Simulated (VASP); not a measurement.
Here is a VASP 6.6.1 calculation.

The input INCAR:

```
  PREC = Accurate
  ENCUT = 600
  EDIFF = 1E-6
  ISMEAR = 1
  SIGMA = 0.2
  LREAL = F
  LASPH = T
  NELM = 100
  ALGO = Normal
  ISIF = 3
  LWAVE = F
  LCHARG = F
  GGA = PE
  IBRION = 2
  NSW = 60
  EDIFFG = -0.01
```

KPOINTS

```
Automatic mesh
0
Gamma
  13 13 6
```

File POSCAR:

```
MgBe
1.0
    2.3995486400      0.0000000000      0.0000000000
   -1.1997743200      2.0780700800      0.0000000000
    0.0000000000      0.0000000000      4.9009135800
Mg Be
1 1
Direct
    0.0000000000      0.0000000000      0.0433479700
    0.0000000000      0.0000000000      0.5905093500
```

Potentials or basis: VASP PAW PBE potentials, release 64 (Mg, Be).

Launch:

```console
$ cat potpaw_PBE.64/Mg/POTCAR potpaw_PBE.64/Be/POTCAR > POTCAR
$ mpirun -np 1 vasp_std > vasp.out
```

(1) Predict the band gap on the k mesh.

(2) What does it give for the space group after relaxing (to 0.05 Å)?

(3) What does it give for the relaxed volume?

## Answers

(1) none (metal or under the smearing width).

(2) P6/mmm (No. 191).

(3) 17.45 Å³/atom.

Caveat: the volume moved by over 15 % at a fixed basis, so the end points are rough.
